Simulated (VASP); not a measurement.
Calculation: r2SCAN meta-GGA, VASP's PBE PAW potentials (set 64) (plane waves; VASP).

VASP input:

File POSCAR:
```
MnS
1.0
  0.0000000000   2.6062109237   2.6062109237
  2.6062109237   0.0000000000   2.6062109237
  2.6062109237   2.6062109237   0.0000000000
Mn S
1 1
Direct
  0.0000000000   0.0000000000   0.0000000000
  0.5000000000   0.5000000000   0.5000000000
```

### INCAR
```
# general
SYSTEM  = MnS
PREC    = Accurate
ENCUT   = 400   # plane-wave cut-off (eV)
LREAL   = .FALSE.   # projection in real space or not
LASPH   = .TRUE.   # aspherical one-centre terms

# electronic loop
EDIFF   = 1E-7
NELM    = 100   # most electronic steps
ALGO    = Normal
LMAXMIX = 4   # l cut-off of mixed one-centre charges
LMIXTAU = .TRUE.

# smearing
ISMEAR  = -5   # tetrahedra, Bloechl

# functional
METAGGA = R2SCAN

# spin
ISPIN   = 2
MAGMOM  = 4.5 0.1

# ions
ISIF    = 2   # forces and stress, cell fixed

# output
LWAVE   = .FALSE.
LCHARG  = .FALSE.
LORBIT  = 11   # lm-projected
NEDOS   = 601
```

### KPOINTS
```
Automatic mesh
0
Gamma
14 14 14
0 0 0
```

KPOINTS_OPT:
```
k-points along high-symmetry lines
10
Line-mode
Reciprocal
  0.000000   0.000000   0.000000 ! GAMMA
  0.500000   0.000000   0.500000 ! X

  0.500000   0.000000   0.500000 ! X
  0.625000   0.250000   0.625000 ! U

  0.375000   0.375000   0.750000 ! K
  0.000000   0.000000   0.000000 ! GAMMA

  0.000000   0.000000   0.000000 ! GAMMA
  0.500000   0.500000   0.500000 ! L

  0.500000   0.500000   0.500000 ! L
  0.500000   0.250000   0.750000 ! W

  0.500000   0.250000   0.750000 ! W
  0.500000   0.000000   0.500000 ! X
```

POTCAR, in this order: Mn_pv S (PBE.64 set). Program: vasp_std.

The resulting files:

OSZICAR:
```
       N       E                     dE             d eps       ncg     rms          rms(c)
DAV:   1     0.113406617246E+03    0.11341E+03   -0.96879E+03  6478   0.112E+03
DAV:   2    -0.233618421648E+02   -0.13677E+03   -0.13065E+03  6744   0.315E+02
DAV:   3    -0.291093519892E+02   -0.57475E+01   -0.57179E+01  7689   0.725E+01
DAV:   4    -0.291798723042E+02   -0.70520E-01   -0.70479E-01  7383   0.831E+00
DAV:   5    -0.291812993759E+02   -0.14271E-02   -0.14262E-02  8082   0.120E+00    0.115E+01
DAV:   6    -0.245919757125E+02    0.45893E+01   -0.11793E+01  6389   0.455E+01    0.142E+01
DAV:   7    -0.248380356811E+02   -0.24606E+00   -0.11121E+00  6310   0.119E+01    0.810E+00
DAV:   8    -0.248644455527E+02   -0.26410E-01   -0.15794E-01  7514   0.477E+00    0.445E+00
DAV:   9    -0.248745672217E+02   -0.10122E-01   -0.54206E-02  6682   0.290E+00    0.660E-01
DAV:  10    -0.248757751421E+02   -0.12079E-02   -0.12565E-02  7024   0.147E+00    0.299E-01
DAV:  11    -0.248760156128E+02   -0.24047E-03   -0.12591E-03  6737   0.378E-01    0.150E-01
DAV:  12    -0.248761432941E+02   -0.12768E-03   -0.28318E-04  6842   0.170E-01    0.901E-02
DAV:  13    -0.248761617096E+02   -0.18415E-04   -0.54517E-05  6828   0.817E-02    0.535E-02
DAV:  14    -0.248761967644E+02   -0.35055E-04   -0.17895E-05  7059   0.565E-02    0.184E-02
DAV:  15    -0.248761907627E+02    0.60017E-05   -0.75710E-06  7360   0.230E-02    0.811E-03
DAV:  16    -0.248761932017E+02   -0.24390E-05   -0.70791E-07  7220   0.755E-03    0.285E-03
DAV:  17    -0.248761931069E+02    0.94817E-07   -0.25673E-08  4219   0.148E-03
   1 F= -.24876193E+02 E0= -.24876193E+02  d E =0.000000E+00  mag=     4.9971
       N       E                     dE             ncg
```

### OUTCAR
```
------------------------ aborting loop because EDIFF is reached ----------------------------------------
  FORCE on cell =-STRESS in cart. coord.  units (eV):
  Direction    XX          YY          ZZ          XY          YZ          ZX
  --------------------------------------------------------------------------------------
  Total        0.0436247      0.0436247      0.0436247      0.0000000     -0.0000000     -0.0000000
  in kB        1.9741710      1.9741710      1.9741710      0.0000000     -0.0000000     -0.0000000
  external PRESSURE =       1.9741710 kB  Pullay stress =       0.0000000 kB
  volume of cell :       35.40
      direct lattice vectors                 reciprocal lattice vectors
     0.000000000  2.606210924  2.606210924    -0.191849399  0.191849399  0.191849399
     2.606210924  0.000000000  2.606210924     0.191849399 -0.191849399  0.191849399
     2.606210924  2.606210924  0.000000000     0.191849399  0.191849399 -0.191849399
 POSITION                                       TOTAL-FORCE (eV/Angst)
 -----------------------------------------------------------------------------------
      0.00000      0.00000      0.00000         0.000000      0.000000     -0.000000
      2.60621      2.60621      2.60621         0.000000     -0.000000      0.000000
 -----------------------------------------------------------------------------------
    total drift:                                0.000000     -0.000000     -0.000000
  FREE ENERGIE OF THE ION-ELECTRON SYSTEM (eV)
  ---------------------------------------------------
  free  energy   TOTEN  =       -24.8761931069 eV

  energy  without entropy=      -24.8761931069  energy(sigma->0) =      -24.87619311

 total charge

# of ion       s       p       d       tot
------------------------------------------
    1        0.219   6.161   4.896  11.276
    2        1.310   2.479   0.000   3.789
--------------------------------------------------
tot          1.529   8.640   4.896  15.065

 magnetization (x)

# of ion       s       p       d       tot
------------------------------------------
    1        0.051   0.037   4.417   4.505
    2        0.030   0.111   0.000   0.141
--------------------------------------------------
tot          0.080   0.149   4.417   4.645
```
(Selected blocks of OUTCAR.)

The moments were started parallel, and other spin orders were not tried in this run. For a metal the tetrahedron method with Blöchl corrections gives inexact stress and forces.

The structure was generated: MnS was put into the rock salt type (Fm-3m), which need not be its known phase. It was relaxed first.
